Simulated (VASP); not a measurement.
These are G0W0 on PBE orbitals, VASP's PBE PAW potentials (set 64) (plane waves; VASP 6.6.1) values and carry that method's errors.

A VASP calculation is set up with these files.

File POSCAR:
```
BN
1
    0.0000000000     1.7830710000     1.7830710000
    1.7830710000     0.0000000000     1.7830710000
    1.7830710000     1.7830710000     0.0000000000
B N
1 1
Direct
  0.0000000000   0.0000000000   0.0000000000
  0.2500000000   0.2500000000   0.2500000000
```

**INCAR**
```
SIGMA  =  0.01   ! width (eV)
LSPECTRALGW  =  .TRUE.
ENCUTGW  =  200
NELMGW  =  1
NBANDS  =  160
ISMEAR  =  0   ! Gaussian
LREAL  =  .FALSE.   ! projection in real space or not
SYSTEM  =  BN
GGA  =  PE   ! PBE
NOMEGA  =  64
NBANDSGW  =  12
ENCUT  =  500
LASPH  =  .TRUE.
LWAVE  =  .FALSE.
ALGO  =  EVGW0
PREC  =  Normal
LCHARG  =  .FALSE.
```

File KPOINTS:
```
Automatic mesh
0
Gamma
4 4 4
0 0 0
```

POTCAR, in this order: B_GW N_GW_new (PBE.64 set). Program: vasp_std. Read from the step before: WAVECAR, WAVEDER.

The run wrote:

**OUTCAR**
```
 ion  position               nearest neighbor table
   1  0.000  0.000  0.000-   2 1.54   2 1.54   2 1.54   2 1.54
   2  0.250  0.250  0.250-   1 1.54   1 1.54   1 1.54   1 1.54
  LATTYP: Found a face centered cubic cell.
 ALAT       =     3.5661420000
 Subroutine PRICEL returns:
 Original cell was already a primitive cell.
 Subroutine GETGRP returns: Found 24 space group operations
The static configuration has the point symmetry T_d .
The dynamic configuration has the point symmetry T_d .
 Subroutine INISYM returns: Found 24 space group operations
 Subroutine IBZKPT returns following result:
 Found      8 irreducible k-points:

 Following reciprocal coordinates:
            Coordinates               Weight
  0.000000  0.000000  0.000000      1.000000
  0.250000  0.000000  0.000000      8.000000
  0.500000  0.000000  0.000000      4.000000
  0.250000  0.250000  0.000000      6.000000
  0.500000  0.250000  0.000000     24.000000
 -0.250000  0.250000  0.000000     12.000000
  0.500000  0.500000  0.000000      3.000000
 -0.250000  0.500000  0.250000      6.000000
 Subroutine IBZKPT_HF returns following result:
   k-points           NKPTS =      8   k-points in BZ     NKDIM =     64   number of bands    NBANDS=    160
   number of dos      NEDOS =    301   number of ions     NIONS =      2
   total plane-waves  NPLWV =   2744
   dimension x,y,z NGX =    14 NGY =   14 NGZ =   14
   dimension x,y,z NGXF=    28 NGYF=   28 NGZF=   28
   ions per type =               1   1
   PREC   = normal    normal or accurate (medium, high low for compatibility)
   ISTART =      1    job   : 0-new  1-cont  2-samecut
   ICHARG =      0    charge: 1-file 2-atom 10-const
   ISPIN  =      1    spin polarized calculation?
   LNONCOLLINEAR =      F non collinear calculations
   LSORBIT =      F    spin-orbit coupling
   INIWAV =      1    electr: 0-lowe 1-rand  2-diag
   ENCUT  =  500.0 eV  36.75 Ry    6.06 a.u.   4.60  4.60  4.60*2*pi/ulx,y,z
   NELM   =     60;   NELMIN=  2; NELMDL=  0     # of ELM steps
...
```

### OSZICAR
```
energies w=
    0.000    0.000    0.924    0.000    1.845    0.000    2.762    0.000
    3.674    0.000    4.577    0.000    5.471    0.000    6.355    0.000
    7.228    0.000    8.089    0.000    8.938    0.000    9.776    0.000
   10.601    0.000   11.416    0.000   12.220    0.000   13.016    0.000
   13.802    0.000   14.582    0.000   15.356    0.000   16.126    0.000
   16.893    0.000   17.658    0.000   18.425    0.000   19.193    0.000
   19.966    0.000   20.745    0.000   21.532    0.000   22.331    0.000
   23.142    0.000   23.969    0.000   24.815    0.000   25.683    0.000
   26.576    0.000   27.498    0.000   28.454    0.000   29.449    0.000
   30.486    0.000   31.574    0.000   32.718    0.000   33.928    0.000
   35.212    0.000   36.581    0.000   38.048    0.000   39.627    0.000
   41.338    0.000   43.201    0.000   45.243    0.000   47.495    0.000
   49.997    0.000   52.800    0.000   55.964    0.000   59.571    0.000
   63.727    0.000   68.571    0.000   74.293    0.000   81.162    0.000
   89.559    0.000  100.057    0.000  113.549    0.000  131.511    0.000
  156.573    0.000  193.915    0.000  255.352    0.000  374.977    0.000
NQ=   1    0.0000    0.0000    0.0000,
 performed        110000 updates of chi_q(r,r)
NQ=   2    0.2500    0.0000    0.0000,
 performed        328000 updates of chi_q(r,r)
NQ=   3    0.5000    0.0000    0.0000,
 performed        515000 updates of chi_q(r,r)
NQ=   4    0.2500    0.2500    0.0000,
 performed        733000 updates of chi_q(r,r)
NQ=   5    0.5000    0.2500    0.0000,
 performed       1035000 updates of chi_q(r,r)
NQ=   6   -0.2500    0.2500    0.0000,
 performed       1306000 updates of chi_q(r,r)
NQ=   7    0.5000    0.5000    0.0000,
 performed       1470000 updates of chi_q(r,r)
NQ=   8   -0.2500    0.5000    0.2500,
 performed       1680000 updates of chi_q(r,r)
 resolving degeneracies of screened two electron integrals
```

File OUTCAR:
```


 k-point   1 :       0.0000    0.0000    0.0000
  band No.  KS-energies  QP-energies   sigma(KS)   V_xc(KS)     V^pw_x(r,r')   Z            occupation Imag(sigma)

      1     -11.4184     -13.5098     -18.2584     -15.5760     -26.6882       0.7797       2.0000       1.4082
      2       9.3011       8.1777     -19.7789     -18.4150     -22.2711       0.8236       2.0000       0.0701
      3       9.3011       8.1777     -19.7789     -18.4150     -22.2711       0.8236       2.0000       0.0701
      4       9.3011       8.1777     -19.7789     -18.4150     -22.2711       0.8236       2.0000       0.0701
      5      18.2867      19.4496     -12.5345     -13.9302      -7.0216       0.8331       0.0000      -0.0877
      6      18.2867      19.4496     -12.5345     -13.9302      -7.0216       0.8331       0.0000      -0.0877
      7      18.2867      19.4496     -12.5345     -13.9302      -7.0216       0.8331       0.0000      -0.0877
      8      20.3181      21.2484     -14.3843     -15.5294      -8.2398       0.8124       0.0000      -0.1122
      9      34.8075      35.1285     -11.1814     -11.5832      -3.3251       0.7988       0.0000      -0.5586
     10      37.5391      38.4618     -12.4252     -13.5408      -5.6029       0.8271       0.0000      -0.5158
     11      37.5391      38.4618     -12.4252     -13.5408      -5.6029       0.8271       0.0000      -0.5158
     12      38.1759      38.6330     -10.7006     -11.2605      -3.1117       0.8165       0.0000      -0.7924

 k-point   2 :       0.2500    0.0000    0.0000
  band No.  KS-energies  QP-energies   sigma(KS)   V_xc(KS)     V^pw_x(r,r')   Z            occupation Imag(sigma)

      1      -9.8863     -11.8497     -18.4124     -15.8509     -26.5144       0.7665       2.0000       1.1747
      2       3.6467       2.0936     -18.2900     -16.3620     -21.9180       0.8056       2.0000       0.1130
      3       8.1200       6.9159     -19.2831     -17.8167     -21.9622       0.8211       2.0000       0.0751
      4       8.1200       6.9159     -19.2831     -17.8167     -21.9622       0.8211       2.0000       0.0751
      5      19.3567      20.3189     -13.4345     -14.5990      -7.7228       0.8263       0.0000      -0.0962
      6      19.8681      21.0955     -12.8930     -14.3776      -7.0855       0.8268       0.0000      -0.0980
      7      19.8681      21.0955     -12.8930     -14.3776      -7.0855       0.8268       0.0000      -0.0980
      8      23.4209      24.6400     -14.6089     -16.1359      -7.8795       0.7984       0.0000      -0.1460
      9      33.2540      33.7037     -10.6826     -11.2414      -3.2734       0.8047       0.0000      -0.4466
     10      33.2646      33.9943     -11.5705     -12.4544      -4.8869       0.8256       0.0000      -0.3817
     11      33.2646      33.9943     -11.5705     -12.4544      -4.8869       0.8256       0.0000      -0.3817
     12      38.0168      38.7409     -11.8973     -12.8053      -3.5248       0.7975       0.0000      -0.9265

 k-point   3 :       0.5000    0.0000    0.0000
  band No.  KS-energies  QP-energies   sigma(KS)   V_xc(KS)     V^pw_x(r,r')   Z            occupation Imag(sigma)

      1      -6.9973      -8.8068     -19.3242     -16.9418     -26.8846       0.7595       2.0000       0.8265
      2      -1.7914      -3.5954     -16.9802     -14.6516     -21.9801       0.7747       2.0000       0.2460
      3       7.2763       5.9992     -19.1242     -17.5634     -22.0196       0.8182       2.0000       0.0808
      4       7.2763       5.9992     -19.1242     -17.5634     -22.0196       0.8182       2.0000       0.0808
      5      19.9668      20.8425     -13.7306     -14.7940      -7.9057       0.8235       0.0000      -0.0999
      6      20.2103      21.3669     -12.6352     -14.0308      -6.8273       0.8287       0.0000      -0.0987
      7      20.2103      21.3669     -12.6352     -14.0308      -6.8273       0.8287       0.0000      -0.0987
      8      24.9834      26.1003     -13.6186     -15.0288      -6.5221       0.7920       0.0000      -0.1801
      9      33.3480      34.0607     -11.7945     -12.6923      -4.0409       0.7939       0.0000      -0.4316
     10      36.8301      37.7237     -12.4166     -13.5291      -4.4984       0.8032       0.0000      -0.7015
     11      36.8301      37.7237     -12.4166     -13.5291      -4.4984       0.8032       0.0000      -0.7015
     12      36.9601      38.0050     -12.4253     -13.7496      -3.9661       0.7890       0.0000      -0.8395

 k-point   4 :       0.2500    0.2500    0.0000
  band No.  KS-energies  QP-energies   sigma(KS)   V_xc(KS)     V^pw_x(r,r')   Z            occupation Imag(sigma)

      1      -9.3841     -11.3188     -18.4482     -15.9411     -26.4528       0.7717       2.0000       1.1104
      2       5.2610       3.7696     -19.1891     -17.3449     -22.5909       0.8087       2.0000       0.0983
      3       6.1470       4.8006     -18.5943     -16.9426     -21.6319       0.8151       2.0000       0.0875
      4       6.1470       4.8006     -18.5943     -16.9426     -21.6319       0.8151       2.0000       0.0875
      5      16.2289      17.0459     -12.3245     -13.2980      -7.1248       0.8392       0.0000      -0.0807
      6      21.2032      22.0974     -12.8328     -13.9167      -6.9004       0.8249       0.0000      -0.1068
      7      23.1382      24.5502     -13.7948     -15.5438      -7.2691       0.8074       0.0000      -0.1316
      8      23.1382      24.5502     -13.7948     -15.5438      -7.2691       0.8074       0.0000      -0.1316
      9      28.0644      28.9725     -13.1758     -14.2999      -6.3177       0.8078       0.0000      -0.2203
     10      37.3289      38.1427     -11.9710     -13.0049      -3.5281       0.7871       0.0000      -0.8264
     11      40.4637      41.3778     -12.4644     -13.5683      -5.2509       0.8281       0.0000      -0.7837
     12      43.3901      44.0218     -10.7629     -11.5190      -2.8409       0.8355       0.0000      -1.2275

 k-point   5 :       0.5000    0.2500    0.0000
  band No.  KS-energies  QP-energies   sigma(KS)   V_xc(KS)     V^pw_x(r,r')   Z            occupation Imag(sigma)

      1      -6.5507      -8.3224     -19.2603     -16.9062     -26.6690       0.7526       2.0000       0.7454
      2       0.2467      -1.4902     -17.5930     -15.3788     -22.0914       0.7845       2.0000       0.1749
      3       3.9596       2.4122     -18.2098     -16.2930     -21.7388       0.8073       2.0000       0.1079
      4       5.4803       4.0761     -18.5431     -16.8173     -21.7699       0.8137       2.0000       0.0933
      5      16.9747      17.7303     -12.4195     -13.3202      -7.1725       0.8388       0.0000      -0.0829
      6      22.7613      23.7687     -13.3023     -14.5340      -7.1680       0.8180       0.0000      -0.1179
      7      24.1769      25.5699     -13.6326     -15.3688      -6.8381       0.8024       0.0000      -0.1512
      8      24.4633      25.7409     -13.8871     -15.4904      -6.9579       0.7968       0.0000      -0.1606
      9      29.8009      30.9289     -13.7309     -15.1675      -6.0661       0.7852       0.0000      -0.2938
     10      36.5870      37.7572     -12.5953     -14.0749      -4.1566       0.7909       0.0000      -0.7725
     11      38.5398      39.4141     -12.1717     -13.2403      -4.4667       0.8182       0.0000      -0.7750
     12      42.1640      42.7908     -10.9625     -11.7131      -3.2115       0.8351       0.0000      -1.0421

 k-point   6 :      -0.2500    0.2500    0.0000
  band No.  KS-energies  QP-energies   sigma(KS)   V_xc(KS)     V^pw_x(r,r')   Z            occupation Imag(sigma)

      1      -7.6082      -9.4475     -18.8901     -16.4655     -26.4948       0.7586       2.0000       0.8662
      2       1.4774      -0.1761     -17.9653     -15.8734     -22.1710       0.7904       2.0000       0.1475
      3       3.4903       1.9087     -18.0113     -16.0455     -21.6265       0.8046       2.0000       0.1132
      4       7.1128       5.8312     -18.9897     -17.4229     -21.8704       0.8180       2.0000       0.0809
      5      19.2271      20.1511     -12.5958     -13.7060      -6.9958       0.8324       0.0000      -0.0932
      6      21.7840      23.1167     -13.1865     -14.8241      -6.8581       0.8138       0.0000      -0.1203
      7      22.6311      23.7293     -13.7059     -15.0615      -7.3450       0.8101       0.0000      -0.1287
      8      24.4091      25.7106     -14.8991     -16.5358      -8.0176       0.7952       0.0000      -0.1542
      9      31.3080      32.2203     -11.9977     -13.1538      -4.3931       0.7892       0.0000      -0.3450
     10      31.6648      32.3883     -11.5174     -12.3874      -5.1309       0.8315       0.0000      -0.2933
     11      36.8933      38.0002     -12.7270     -14.1178      -4.2362       0.7958       0.0000      -0.8178
     12      43.9308      44.5050     -11.1261     -11.8116      -3.1750       0.8377       0.0000      -1.2593

 k-point   7 :       0.5000    0.5000    0.0000
  band No.  KS-energies  QP-energies   sigma(KS)   V_xc(KS)     V^pw_x(r,r')   Z            occupation Imag(sigma)

      1      -5.5723      -7.2916     -19.6080     -17.3349     -26.8204       0.7563       2.0000       0.6519
      2       0.0961      -1.7328     -17.7707     -15.4266     -22.4294       0.7802       2.0000       0.1795
      3       4.1797       2.6898     -18.3031     -16.4561     -21.8359       0.8067       2.0000       0.1059
      4       4.1797       2.6898     -18.3031     -16.4561     -21.8359       0.8067       2.0000       0.1059
      5      13.7783      14.3261     -12.0541     -12.7012      -7.2567       0.8464       0.0000      -0.0721
      6      18.7260      19.3796     -12.0187     -12.7942      -6.6639       0.8427       0.0000      -0.0849
      7      27.8624      29.4075     -14.5175     -16.5182      -6.4963       0.7723       0.0000      -0.2694
      8      27.8624      29.4075     -14.5175     -16.5182      -6.4963       0.7723       0.0000      -0.2694
      9      30.8110      32.0249     -15.0258     -16.6007      -6.8493       0.7708       0.0000      -0.3469
...
```
(Selected blocks of OUTCAR.)

The mesh is coarse and the basis finite, so the quasiparticle values are not converged.

The compound is BN in the zinc blende structure. This cell is one point of a volume scan, at 0.96 of the reference volume. The k-mesh is coarse (spacing up to 0.76 per Å, 2π included), so the numbers may not be converged in it.
